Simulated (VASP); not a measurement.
An input for Ansatz (written as the equivalent of a VASP run, and not itself run):

Ansatz 0.2 input:
```yaml
crystal:
  lattice:
    - [3.4915854, 0.0000000, 0.0000000]
    - [0.0000000, 3.4915854, 0.0000000]
    - [0.0000000, 0.0000000, 3.4915854]
  atoms:
    - { symbol: Mg, position: [0.0000000, 0.0000000, 0.0000000] }
    - { symbol: Te, position: [0.5000000, 0.5000000, 0.5000000] }
kpoints:
  mp_grid: { grid: [10, 10, 10] }
hamiltonian:
  xc: pbesol
  pseudopotentials: { kind: paw }
scf:
  occupations: { method: methfessel_paxton, width: 0.1 }
  max_iter: 100
relax:
  max_steps: 40
  f_tol: 0.02
  cell: { p_target: 10 }
output: { forces: true, stress: true, eigenvalues: true }
```

Task: Write the VASP files for the same calculation (PBEsol).

Result: This is not unique; one that fits is 
**POSCAR**
```
MgTe
1
    3.4915853658     0.0000000000     0.0000000000
    0.0000000000     3.4915853658     0.0000000000
    0.0000000000     0.0000000000     3.4915853658
Mg Te
1 1
Direct
  0.0000000000   0.0000000000   0.0000000000
  0.5000000000   0.5000000000   0.5000000000
```

KPOINTS:
```
Automatic mesh
0
Gamma
10 10 10
0 0 0
```

**INCAR**
```
SYSTEM = MgTe
PREC = Accurate
ENCUT = 500
EDIFF = 1E-6
NELM = 100
ALGO = Normal
LREAL = .FALSE.
LASPH = .TRUE.
ISMEAR = 1
SIGMA = 0.1
GGA = PS
LMAXMIX = 4
LWAVE = .FALSE.
LCHARG = .FALSE.
IBRION = 2
ISIF = 3
NSW = 40
EDIFFG = -0.02
PSTRESS = 100
```

POTCAR, in this order: Mg Te (PBE.64 set). Program: vasp_std.

What does not carry over: each code has its own PAW files, so the cut-off isn't converted (ENCUT is set for VASP's; basis.ecutwfc is left out, and Ansatz then takes the one that its files recommend); Ansatz stops its SCF on the density residual and VASP on the energy change (EDIFF).

The structure was generated: MgTe was put into the CsCl type type (Pm-3m), which need not be its known phase. It was relaxed first under an external pressure of 10 GPa.
